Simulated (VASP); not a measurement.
# LiY (P6_3mc) in VASP: reference runs

Aim: a first look at LiY with PBE, on the cell as given.

Everything below comes from runs of VASP 6.6.1. Logs are shortened: lines on timing, memory, paths and dates and some standing lists are left out, and cuts for length are marked.

**1. Starting point**

The structure is hexagonal, space group P6_3mc (No. 186). The conventional cell has a = 3.694 Å, b = 3.694 Å, c = 6.065 Å, α = 90.00°, β = 90.00°, γ = 120.00°. Li (site symmetry 3m) is surrounded by 4 Y at 2.24 to 2.34 Å. Y (site symmetry 3m) has 4 Li at 2.24 to 2.34 Å as nearest neighbours.

The cell was built by a generator and needn't be a form met in nature.

**2. Single point, PBE**

INCAR reads:

```
SYSTEM = LiY
ALGO = Normal
EDIFF = 1E-7
ENCUT = 520
GGA = PE
ISIF = 2
ISMEAR = -1
LASPH = .True.
LCHARG = .True.
LELF = .True.
LREAL = .False.
LVHAR = .True.
LWAVE = .False.
NBANDS = 22
NELM = 100
PREC = Accurate
SIGMA = 0.05
```

KPOINTS reads:

```
k-points
0
Gamma
  8 8 5
  0 0 0
```

POSCAR reads:

```
LiY
1.0
    3.6939434300      0.0000000000      0.0000000000
   -1.8469717200      3.1990488500      0.0000000000
    0.0000000000      0.0000000000      6.0652468100
Li Y
2 2
Direct
    0.3333333300      0.6666666700      0.0000000000
    0.6666666700      0.3333333300      0.5000000000
    0.3333333300      0.6666666700      0.3849999900
    0.6666666700      0.3333333300      0.8849999900
```

Potentials or basis: VASP PAW PBE potentials, release 64 (Li_sv, Y_sv).

Started as:

```
> cat potpaw_PBE.64/Li_sv/POTCAR potpaw_PBE.64/Y_sv/POTCAR > POTCAR
> mpirun -np 1 vasp_std > vasp.out
```

OUTCAR:

```text
SYSTEM = LiY
   EDIFF = 1E-7
   ENCUT = 520
   GGA = PE
   ISIF = 2
   ISMEAR = -1
   LASPH = .True.
   LREAL = .False.
   NELM = 100
   PREC = Accurate

 ion  position               nearest neighbor table
   1  0.333  0.667  0.000-   4 2.24   4 2.24   4 2.24   3 2.34
   2  0.667  0.333  0.500-   3 2.24   3 2.24   3 2.24   4 2.34
   3  0.333  0.667  0.385-   2 2.24   2 2.24   2 2.24   1 2.34   4 3.71   4 3.71   4 3.71   4 3.71
                             4 3.71   4 3.71
   4  0.667  0.333  0.885-   1 2.24   1 2.24   1 2.24   2 2.34   3 3.71   3 3.71   3 3.71   3 3.71
                             3 3.71   3 3.71

  LATTYP: Found a hexagonal cell.
 ALAT       =     3.6939434300
 C/A-ratio  =     1.6419436098

  Lattice vectors:

 A1 = (   3.6939434300,   0.0000000000,   0.0000000000)
 A2 = (  -1.8469717200,   3.1990488500,   0.0000000000)
 A3 = (   0.0000000000,   0.0000000000,   6.0652468100)

Analysis of symmetry for initial positions (statically):
=====================================================================
 Subroutine PRICEL returns:
 Original cell was already a primitive cell.

 Routine SETGRP: Setting up the symmetry group for a
 hexagonal supercell.

 Subroutine GETGRP returns: Found 12 space group operations
 (whereof  6 operations were pure point group operations)
 out of a pool of 24 trial point group operations.

The static configuration has the point symmetry C_3v.
 The point group associated with its full space group is C_6v.

Analysis of symmetry for dynamics (positions and initial velocities):
=====================================================================
 Subroutine PRICEL returns:
 Original cell was already a primitive cell.

 Routine SETGRP: Setting up the symmetry group for a
 hexagonal supercell.

 Subroutine GETGRP returns: Found 12 space group operations
 (whereof  6 operations were pure point group operations)
 out of a pool of 24 trial point group operations.

The dynamic configuration has the point symmetry C_3v.
 The point group associated with its full space group is C_6v.

 Subroutine INISYM returns: Found 12 space group operations
 (whereof  6 operations are pure point group operations),
 and found     1 'primitive' translations

----------------------------------------------------------------------------------------

                                     Primitive cell

  volume of cell :      71.6737

  direct lattice vectors                    reciprocal lattice vectors
     3.693943430  0.000000000  0.000000000     0.270713404  0.156296457  0.000000000
[... 93 lines left out ...]
   NSW    =      0    number of steps for IOM
   IBRION =     -1    ionic relax: 0-MD 1-quasi-New 2-CG
   NFREE  =      0    steps in history (QN), initial steepest desc. (CG)
   ISIF   =      2    stress and relaxation
   ISYM   =      2    0-nonsym 1-usesym 2-fastsym
   POTIM  = 0.5000    time-step for ionic-motion
   TEBEG  =    0.0;   TEEND  =   0.0 temperature during run
   PSTRESS=    0.0 pullay stress
   NELECT =      28.0000    total number of electrons
   NUPDOWN=      -1.0000    fix difference up-down
   EMIN   =  10.00;   EMAX   =-10.00  energy-range for DOS
   EFERMI =   0.00;   METHOD = LEGACY
   ISMEAR =    -1;   SIGMA  =   0.05  broadening in eV -4-tet -1-fermi 0-gaus
   EFERMI_NEDOS =   21; number of points for ismear=-14 and -15
   IALGO  =     38    algorithm
   IMIX   =      4    mixing-type and parameters
     AMIX     =   0.40;   BMIX     =  1.00
     AMIX_MAG =   1.60;   BMIX_MAG =  1.00
  volume/ion in A,a.u.               =      17.92       120.92
  Fermi-wavevector in a.u.,A,eV,Ry     =   1.196762  2.261551 19.486785  1.432238
  Thomas-Fermi vector in A             =   2.332694
   LORBIT       =      0    0 simple, 1 ext, 2 COOP (PROOUT), +10 PAW based schemes
   GGA     = PE    functional components
   LHFCALC =     F    Hartree Fock is set to
   AEXX    =    0.0000 exact exchange contribution
   IVDW    =     0    specifies the selected vdW correction
   LEPSILON=     F    determine dielectric tensor
   LRPA    =     F    only Hartree local field effects (RPA)
 non-spin polarized calculation
  energy-cutoff  :      520.00
  volume of cell :       71.67
 maximum number of plane-waves:      1952
 NGX is ok and might be reduce to    28
   NGX = 13   NGY = 13   NGZ = 23

 number of electron      28.0000008 magnetization

 Free energy of the ion-electron system (eV)
  ---------------------------------------------------
  ext. energy  EPLUGINS =         0.00000000
  ---------------------------------------------------
  free energy    TOTEN  =        -8.82524341 eV

  energy without entropy =       -8.80657894  energy(sigma->0) =       -8.81591118

 E-fermi :   4.1490     XC(G=0):  -9.9588

 val. band max:        4.1408822308   @ k =   0.0000   0.0000   0.0000
 cond. band min:       4.2421897782   @ k =   0.1250   0.0000   0.4000
 fundamental gap:      0.1013075475
 Fermi energy:         4.1489808131

 k-point     1 :       0.0000    0.0000    0.0000
  band No.  band energies     occupation
      1     -44.4617      2.00000
      2     -44.4411      2.00000
      3     -38.4756      2.00000
      4     -38.4680      2.00000
      5     -18.8197      2.00000
      6     -18.5212      2.00000
[... 589 lines left out ...]
     21       7.9908      0.00000
     22       7.9974      0.00000

 [... further k-points ...]

------------------------ aborting loop because EDIFF is reached ----------------------------------------

  FORCE on cell =-STRESS in cart. coord.  units (eV):
  Direction    XX          YY          ZZ          XY          YZ          ZX
  --------------------------------------------------------------------------------------
  -------------------------------------------------------------------------------------
  Total       10.5401518     10.5401518      9.3581668     -0.0000000      0.0000000      0.0000000
  in kB      235.6122457    235.6122456    209.1904119     -0.0000004      0.0000000      0.0000000
  external PRESSURE =     226.8049677 kB  Pullay stress =       0.0000000 kB

 VOLUME and BASIS-vectors are now :
 -----------------------------------------------------------------------------
  energy-cutoff  :      520.00
  volume of cell :       71.67
      direct lattice vectors                 reciprocal lattice vectors
     3.693943430  0.000000000  0.000000000     0.270713404  0.156296457  0.000000000
    -1.846971720  3.199048850  0.000000000     0.000000000  0.312592913  0.000000000
     0.000000000  0.000000000  6.065246810     0.000000000  0.000000000  0.164873752

 POSITION                                       TOTAL-FORCE (eV/Angst)
 -----------------------------------------------------------------------------------
     -0.00000      2.13270      0.00000         0.000000      0.000000      0.470319
      1.84697      1.06635      3.03262        -0.000000      0.000000      0.470319
     -0.00000      2.13270      2.33512         0.000000     -0.000000     -0.470319
      1.84697      1.06635      5.36774        -0.000000      0.000000     -0.470319
 -----------------------------------------------------------------------------------
    total drift:                               -0.000019      0.000010     -0.000308

  FREE ENERGIE OF THE ION-ELECTRON SYSTEM (eV)
  ---------------------------------------------------
  free  energy   TOTEN  =        -8.8252434145 eV

  energy  without entropy=       -8.8065789365  energy(sigma->0) =       -8.81591118
```

OSZICAR:

```text
N       E                     dE             d eps       ncg     rms          rms(c)
DAV:   1     0.152950009293E+03    0.15295E+03   -0.14104E+04  1320   0.132E+03
DAV:   2     0.877998453996E+01   -0.14417E+03   -0.13892E+03  1494   0.320E+02
DAV:   3    -0.858887193377E+01   -0.17369E+02   -0.16667E+02  2556   0.592E+01
DAV:   4    -0.928061041576E+01   -0.69174E+00   -0.67983E+00  1768   0.160E+01
DAV:   5    -0.930319523230E+01   -0.22585E-01   -0.22572E-01  2008   0.255E+00    0.370E+01
DAV:   6    -0.884028320511E+01    0.46291E+00   -0.76102E-01  1514   0.441E+00    0.223E+01
DAV:   7    -0.883847650124E+01    0.18067E-02   -0.13944E+00  2066   0.510E+00    0.221E+00
DAV:   8    -0.882389692097E+01    0.14580E-01   -0.26110E-01  1736   0.242E+00    0.900E-01
DAV:   9    -0.882558367242E+01   -0.16868E-02   -0.11999E-02  1642   0.750E-01    0.566E-01
DAV:  10    -0.882524752126E+01    0.33615E-03   -0.13560E-03  2038   0.202E-01    0.624E-02
DAV:  11    -0.882524896363E+01   -0.14424E-05   -0.15654E-04  1864   0.764E-02    0.330E-02
DAV:  12    -0.882524437086E+01    0.45928E-05   -0.13615E-05  1598   0.275E-02    0.454E-03
DAV:  13    -0.882524399644E+01    0.37442E-06   -0.72991E-07  2080   0.509E-03    0.296E-03
DAV:  14    -0.882524348055E+01    0.51589E-06   -0.45912E-08   960   0.187E-03    0.451E-04
DAV:  15    -0.882524341455E+01    0.65997E-07   -0.13694E-08   942   0.912E-04
   1 F= -.88252434E+01 E0= -.88159112E+01  d E =-.186645E-01
```

Run time: 55 s. Hardware: 1 thread of Intel Xeon Platinum 8488C (Sapphire Rapids), shared host; peak memory 0.21 GiB.

What came out:

```
Free energy            : -8.8252 eV
Largest force          : 0.470 eV/Å
Band gap on the k mesh : none (metal or under the smearing width)
```

Forces on the atoms (eV/Å):
```
Li   0.000  0.000  0.470
Li   0.000  0.000  0.470
Y    0.000  0.000 -0.470
Y    0.000  0.000 -0.470
```

Caveat: the cutoff is under 1.25 times the usual one of these potentials, so pressure, stress and relaxed cells hold a basis-set (Pulay) error.
